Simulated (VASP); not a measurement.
Data:

```yaml
crystal:
  lattice:
    - [0.00000, 3.22448, 3.22448]
    - [3.22448, 0.00000, 3.22448]
    - [3.22448, 3.22448, 0.00000]
  atoms:
    - { symbol: Mg, position: [0.25000, 0.25000, 0.25000] }
    - { symbol: Mg, position: [0.75000, 0.75000, 0.75000] }
    - { symbol: Si, position: [0.00000, 0.00000, 0.00000] }
```

Method: AM05 GGA, VASP's PBE PAW potentials (set 64) (plane waves; VASP). Numerical set-up: 520 eV cut-off, 6×6×6 Γ-centred mesh, Gaussian smearing of 0.050 eV, potentials Mg Si.

Task: Predict the energy per atom (σ→0), pressure, band gap (on the k-mesh) with the smallest direct gap where there is one.

Result: 
```json
{
  "band gap (on the k-mesh)": "0.18 eV",
  "smallest direct gap (on the k-mesh)": "1.60 eV",
  "energy per atom (σ→0)": "-3.059 eV/atom",
  "pressure": "-2.90 GPa"
}
```

The compound is Mg2Si in the antifluorite structure. This cell is one point of a volume scan, at 1.06 of the reference volume.
